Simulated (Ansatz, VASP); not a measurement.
# Cross-check of TiSeS between VASP and Ansatz, part 2 of 2

Aim: how closely do two programs agree when they are given the same cell, functional and k mesh? The cell is taken from a series of runs on this material, whose earlier steps may have relaxed, scaled, displaced or heated it; both programs get it as it stands.

VASP 6.6.1 and Ansatz 0.2.0.

So far: The starting structure; VASP: single point, PBEsol, pair 1; Ansatz: single point, PBEsol, pair 1; Side by side; Further runs.

### Step 6. VASP: single point, PBEsol, pair 2

Level of this step: PBEsol, no spin polarisation; plane waves and PAW (Ti_sv, S, Se) (VASP).

A single point gives forces, pressure and levels at one fixed geometry, so differences don't come from the geometry; what else differs is listed under the comparison.

The input, INCAR:

```
SYSTEM = TiSeS
PREC = Accurate
ENCUT = 400
EDIFF = 1E-06
NELM = 120
ISMEAR = 1
SIGMA = 0.15
LREAL = .FALSE.
ALGO = Normal
GGA = PS
NBANDS = 30
LASPH = .TRUE.
LORBIT = 11
LWAVE = .FALSE.
LCHARG = .FALSE.
ISIF = 2
LDIPOL = .TRUE.
IDIPOL = 3
DIPOL = 0.5 0.5 0.332
LVHAR = .TRUE.
GGA_COMPAT = .FALSE.
NELMDL = -8
KPAR = 2
```

The input, POSCAR:

```
TiSeS
1.0
    3.4100483429      0.0000000000      0.0000000000
    0.0000000000      5.9063769861      0.0000000000
    0.0000000000      0.0000000000     30.0000000000
Ti S Se
2 2 2
Direct
    0.0234600780      0.0000000000      0.3353172443
    0.4765399220      0.5000000000      0.3353172443
    0.0051326808      0.3333333333      0.3801414236
    0.4948673192      0.8333333333      0.3801414236
    0.4880449690      0.1666666667      0.2812079988
    0.0119550310      0.6666666667      0.2812079988
```

The input, KPOINTS:

```
Automatic mesh
0
Gamma
10 6 1
0 0 0
```

The projector-augmented-wave data sets are Ti_sv, S and Se (PBE family, release 64).

On the command line:

```console
$ mpirun -np 2 vasp_std
```

Numbers of over 12 decimals in the logs are rounded to 6 here.

The program printed:

```text
[banner, memory and clock lines left out]
running    2 mpi-ranks, on    1 nodes
[...]
[... a notice as in an earlier step ...]

 LDA part: xc-table for (Slater+PW92), standard interpolation
 POSCAR, INCAR and KPOINTS ok, starting setup
[...]
entering main loop
       N       E                     dE             d eps       ncg     rms          rms(c)
DAV:   1     0.391535148594E+03    0.39154E+03   -0.18541E+04  1816   0.101E+03
DAV:   2     0.161107329185E+02   -0.37542E+03   -0.36694E+03  2034   0.291E+02
DAV:   3    -0.409782823306E+02   -0.57089E+02   -0.56436E+02  2110   0.108E+02
DAV:   4    -0.464960572126E+02   -0.55178E+01   -0.55003E+01  2164   0.317E+01
[...]
DAV:  28    -0.404784156162E+02   -0.56202E-05   -0.20600E-07   924   0.118E-03    0.384E-04
DAV:  29    -0.404784171991E+02   -0.15829E-05   -0.44507E-08   720   0.926E-04    0.136E-04
DAV:  30    -0.404784179728E+02   -0.77376E-06   -0.18876E-08   720   0.454E-04
   1 F= -.40478418E+02 E0= -.40479644E+02  d E =0.367854E-02
```

OUTCAR, selected parts (step 6):

```text
  Total        0.0208219      0.4966255      0.3446466      0.0000000     -0.3014267      0.0000000
  in kB        0.0552114      1.3168510      0.9138641      0.0000000     -0.7992624      0.0000000
  external PRESSURE =       0.7619755 kB  Pullay stress =       0.0000000 kB

 POSITION                                       TOTAL-FORCE (eV/Angst)
 -----------------------------------------------------------------------------------
      0.08000      0.00000     10.05952        -0.245828      0.038022     -0.039204
      1.62502      2.95319     10.05952         0.245828      0.038022     -0.039204
      0.01750      1.96879     11.40424        -0.155541     -0.071597      0.111474
      1.68752      4.92198     11.40424         0.155541     -0.071597      0.111474
      1.66426      0.98440      8.43624         0.116231      0.033574     -0.072270
      0.04077      3.93758      8.43624        -0.116231      0.033574     -0.072270
 -----------------------------------------------------------------------------------
    total drift:                                0.000000     -0.000831      0.000551

  FREE ENERGIE OF THE ION-ELECTRON SYSTEM (eV)
  ---------------------------------------------------
  free  energy   TOTEN  =       -40.4784179728 eV

  energy  without entropy=      -40.4820965162  energy(sigma->0) =      -40.47964415

[... 2 parts as in an earlier step ...]

[... 1 further part left out ...]
[key lines of the parts left out:]
E-fermi :  -3.3198
```

The run ends at a pressure of 0.08 GPa, with forces up to 0.25 eV/Å.

### Step 7. Ansatz: single point, PBEsol, pair 2

The same cell, functional, mesh and smearing now go to Ansatz, which takes its cutoff from its data sets.

The cell is taken from a series of runs on this material, whose earlier steps may have relaxed, scaled, displaced or heated it; both programs get it as it stands.

The input, input.yaml:

```yaml
crystal:
  lattice:
    - [3.4100483429, 0.0, 0.0]
    - [0.0, 5.9063769861, 0.0]
    - [0.0, 0.0, 30.0]
  atoms:
    - { symbol: Ti, position: [0.023460078, 0.0, 0.3353172443] }
    - { symbol: Ti, position: [0.476539922, 0.5, 0.3353172443] }
    - { symbol: S, position: [0.0051326808, 0.3333333333, 0.3801414236] }
    - { symbol: S, position: [0.4948673192, 0.8333333333, 0.3801414236] }
    - { symbol: Se, position: [0.488044969, 0.1666666667, 0.2812079988] }
    - { symbol: Se, position: [0.011955031, 0.6666666667, 0.2812079988] }
  periodic: [true, true, false]
kpoints:
  mp_grid: { grid: [10, 6, 1] }
hamiltonian:
  xc: pbesol
scf:
  occupations: { method: methfessel_paxton, width: 0.15 }
output:
  forces: true
  stress: true
  eigenvalues: true
```

On the command line:

```console
$ ansatz run input.yaml --threads 8 --pin off --max-ram 14336MiB --backend cpu --events-out ev --progress --plain --runs-dir out
```

The program printed:

```text
[...]
Crystal: 6 atoms, lattice volume = 604.231 Å³
Basis set: ecut = 420 eV, 11829 PW (Γ), exchange–correlation on 48×80×432 points (8 copies of the dense FFT grid, shifted against one another)
Bands: 41, of which v1, the nominal top of the filled ones, is band 34 counted from 1 (33 counted from 0)
Symmetry: 2 space group operations
[...]
k-points: 24 of 60 (time reversal used)
[...]
k-point 0: bands = [... 30 lower, -7.1236, -6.5539, -5.6646, -4.9638, -4.9623, -4.8992, -4.7108, -4.4168, ... 3 higher]
  k-point 1: bands = [... 30 lower, -6.9105, -6.5386, -5.8319, -5.7659, -5.2026, -4.6875, -4.3604, -4.2233, ... 3 higher]
  k-point 2: bands = [... 30 lower, -7.0270, -6.6369, -6.4423, -6.0835, -5.2040, -4.8006, -4.0474, -4.0418, ... 3 higher]
  k-point 23: bands = [... 30 lower, -7.4844, -7.4844, -6.5267, -6.5267, -5.4646, -5.4646, -3.8729, -3.8729, ... 3 higher]
[key lines of the parts left out:]
SCF converged after 9 iterations
Free energy (F): -17573.375047 eV
Fermi energy:    -5.443845 eV
P = ½ c Tr σ = 0.2598 N/m
```

### Step 8. Comparison

What differs besides the data sets and the points named for the pairs above, as far as they apply: the data sets hold 68 valence electrons in Ansatz (on its default PAW (the set named soft_2) files) and 48 in VASP. Total energies have different zeros and are not compared.

Forces (eV/Å; atoms numbered as in POSCAR):

```tsv
atom	Ansatz x, y, z	VASP x, y, z
Ti1	-0.239, 0.038, -0.044	-0.246, 0.038, -0.039
Ti2	0.239, 0.038, -0.044	0.246, 0.038, -0.039
S3	-0.154, -0.072, 0.086	-0.156, -0.072, 0.111
S4	0.154, -0.072, 0.086	0.156, -0.072, 0.111
Se5	0.112, 0.033, -0.042	0.116, 0.034, -0.072
Se6	-0.112, 0.033, -0.042	-0.116, 0.034, -0.072
```

The forces differ by 14 meV/Å r.m.s., which is 11.5 % of the r.m.s. force of 0.118 eV/Å (both taken over all components). With vacuum in the cell, a pressure given here is an average over mostly empty space and none of the material.

### Step 9. VASP: single point, PBEsol, pair 3

With cell and atoms fixed, the geometry can't cause a difference; cores, projectors, grids and the points listed under the comparison can.

INCAR is that of step 6.

The input, POSCAR:

```
TiSeS
1.0
    3.4100483429      0.0000000000      0.0000000000
    0.0000000000      5.9063769861      0.0000000000
    0.0000000000      0.0000000000     30.0000000000
Ti S Se
2 2 2
Direct
    0.0410551364      0.0000000000      0.3353172443
    0.4589448636      0.5000000000      0.3353172443
    0.0089821914      0.3333333333      0.3801414236
    0.4910178086      0.8333333333      0.3801414236
    0.4790786957      0.1666666667      0.2812079988
    0.0209213043      0.6666666667      0.2812079988
```

KPOINTS is that of step 6.

On the command line:

```console
$ mpirun -np 2 vasp_std
```

The program printed:

```text
[... set-up lines as in an earlier step ...]
 entering main loop
       N       E                     dE             d eps       ncg     rms          rms(c)
DAV:   1     0.393809472797E+03    0.39381E+03   -0.18523E+04  1816   0.101E+03
DAV:   2     0.170162715687E+02   -0.37679E+03   -0.36770E+03  2040   0.291E+02
DAV:   3    -0.406408357358E+02   -0.57657E+02   -0.57035E+02  2102   0.109E+02
DAV:   4    -0.462443202429E+02   -0.56035E+01   -0.55879E+01  2184   0.319E+01
[...]
DAV:  28    -0.403974079503E+02   -0.58807E-05   -0.18619E-07   902   0.113E-03    0.256E-04
DAV:  29    -0.403974098089E+02   -0.18587E-05   -0.62670E-08   732   0.921E-04    0.181E-04
DAV:  30    -0.403974106501E+02   -0.84116E-06   -0.23420E-08   720   0.522E-04
   1 F= -.40397411E+02 E0= -.40398234E+02  d E =0.246932E-02
```

Parts of OUTCAR (step 9):

```text
  Total        0.4125365      1.3857456      1.1794290      0.0000000     -0.8192299      0.0000000
  in kB        1.0938807      3.6744397      3.1273713      0.0000000     -2.1722682      0.0000000
  external PRESSURE =       2.6318972 kB  Pullay stress =       0.0000000 kB

 POSITION                                       TOTAL-FORCE (eV/Angst)
 -----------------------------------------------------------------------------------
      0.14000      0.00000     10.05952        -0.768053      0.071352     -0.079665
      1.56502      2.95319     10.05952         0.768053      0.071352     -0.079665
      0.03063      1.96879     11.40424        -0.434267     -0.177152      0.274657
      1.67439      4.92198     11.40424         0.434267     -0.177152      0.274657
      1.63368      0.98440      8.43624         0.375890      0.105800     -0.194992
      0.07134      3.93758      8.43624        -0.375890      0.105800     -0.194992
 -----------------------------------------------------------------------------------
    total drift:                                0.000000     -0.000965      0.000041

  FREE ENERGIE OF THE ION-ELECTRON SYSTEM (eV)
  ---------------------------------------------------
  free  energy   TOTEN  =       -40.3974106501 eV

  energy  without entropy=      -40.3998799716  energy(sigma->0) =      -40.39823376

[... 2 parts as in an earlier step ...]

[... 1 further part left out ...]
[key lines of the parts left out:]
E-fermi :  -3.2957
```

The run ends at a pressure of 0.26 GPa, with forces up to 0.78 eV/Å.

### Step 10. Ansatz: single point, PBEsol, pair 3

The same cell, functional, mesh and smearing now go to Ansatz, which takes its cutoff from its data sets.

The cell is taken from a series of runs on this material, whose earlier steps may have relaxed, scaled, displaced or heated it; both programs get it as it stands.

The input, input.yaml:

```yaml
crystal:
  lattice:
    - [3.4100483429, 0.0, 0.0]
    - [0.0, 5.9063769861, 0.0]
    - [0.0, 0.0, 30.0]
  atoms:
    - { symbol: Ti, position: [0.0410551364, 0.0, 0.3353172443] }
    - { symbol: Ti, position: [0.4589448636, 0.5, 0.3353172443] }
    - { symbol: S, position: [0.0089821914, 0.3333333333, 0.3801414236] }
    - { symbol: S, position: [0.4910178086, 0.8333333333, 0.3801414236] }
    - { symbol: Se, position: [0.4790786957, 0.1666666667, 0.2812079988] }
    - { symbol: Se, position: [0.0209213043, 0.6666666667, 0.2812079988] }
  periodic: [true, true, false]
kpoints:
  mp_grid: { grid: [10, 6, 1] }
hamiltonian:
  xc: pbesol
scf:
  occupations: { method: methfessel_paxton, width: 0.15 }
output:
  forces: true
  stress: true
  eigenvalues: true
  write_density: true
  write_potential: true
  elf: true
  volumetric_format: npy
```

On the command line:

```console
$ ansatz run input.yaml --threads 8 --pin off --max-ram 14336MiB --backend cpu --events-out ev --progress --plain --runs-dir out
```

The program printed:

```text
[...]
Crystal: 6 atoms, lattice volume = 604.231 Å³
Basis set: ecut = 420 eV, 11829 PW (Γ), exchange–correlation on 48×80×432 points (8 copies of the dense FFT grid, shifted against one another)
Bands: 41, of which v1, the nominal top of the filled ones, is band 34 counted from 1 (33 counted from 0)
Symmetry: 2 space group operations
[...]
k-points: 24 of 60 (time reversal used)
[...]
k-point 0: bands = [... 30 lower, -7.1610, -6.6074, -5.8815, -4.9980, -4.9165, -4.7824, -4.4111, -4.3217, ... 3 higher]
  k-point 1: bands = [... 30 lower, -6.9805, -6.5670, -5.9648, -5.8250, -5.0364, -4.4965, -4.2682, -4.2060, ... 3 higher]
  k-point 2: bands = [... 30 lower, -7.0078, -6.7407, -6.4036, -6.1893, -5.0358, -4.6089, -4.1073, -4.0150, ... 3 higher]
  k-point 23: bands = [... 30 lower, -7.4865, -7.4865, -6.5441, -6.5441, -5.4316, -5.4316, -3.8023, -3.8023, ... 3 higher]
[key lines of the parts left out:]
SCF converged after 9 iterations
Free energy (F): -17573.295643 eV
Fermi energy:    -5.417247 eV
P = ½ c Tr σ = 0.7741 N/m
```

### Step 11. Comparison

What differs besides the data sets and the points named for the pairs above, as far as they apply: the data sets hold 68 valence electrons in Ansatz (on its default PAW (the set named soft_2) files) and 48 in VASP. Total energies have different zeros and are not compared.

Forces (eV/Å; atoms numbered as in POSCAR):

```tsv
atom	Ansatz x, y, z	VASP x, y, z
Ti1	-0.756, 0.073, -0.087	-0.768, 0.071, -0.080
Ti2	0.756, 0.073, -0.087	0.768, 0.071, -0.080
S3	-0.431, -0.178, 0.251	-0.434, -0.177, 0.275
S4	0.431, -0.178, 0.251	0.434, -0.177, 0.275
Se5	0.368, 0.105, -0.165	0.376, 0.106, -0.195
Se6	-0.368, 0.105, -0.165	-0.376, 0.106, -0.195
```

The forces differ by 14 meV/Å r.m.s., which is 4.0 % of the r.m.s. force of 0.348 eV/Å (both taken over all components). With vacuum in the cell, a pressure given here is an average over mostly empty space and none of the material.

### Step 12. Summary of results

```
r.m.s. force difference (single point, PBEsol, pair 1) : 14 meV/Å
r.m.s. force difference (single point, PBEsol, pair 2) : 14 meV/Å
r.m.s. force difference (single point, PBEsol, pair 3) : 4.0 % of the r.m.s. force
```

What this shows: The r.m.s. force difference is 4.0 % of the r.m.s. force (single point, PBEsol, pair 3), beyond the 3 % picked in this series as the mark of a large difference. The data sets hold unlike numbers of valence electrons (68 in Ansatz and 48 in VASP), so part of the differences comes from the potentials. Single point, PBEsol, pair 1, VASP with the data sets Ti, S and Se_sv_GW and a cutoff of 620 eV: r.m.s. force difference goes from 14 to 28 meV/Å. What causes the difference of the single point, PBEsol, pair 2 pair stays open here. What causes the difference of the single point, PBEsol, pair 3 pair stays open here. 1 further run of this series is not shown here. Such differences can come from data sets, numerical settings and the points named under the comparisons, not from the functional's error against experiment.

[Lines on the potential files, build, host, timing and source positions are cut from VASP's logs without a mark.]

[Logs are printed without paths, hosts, clocks, repeated set-up lines and the standing remarks that a program may print on its own settings, such as how far it seeks lower states.]

[Hosts, paths, dates, database ids (printed as entryN), source tags and the programs' standing remarks are cut or masked in the printed files.]
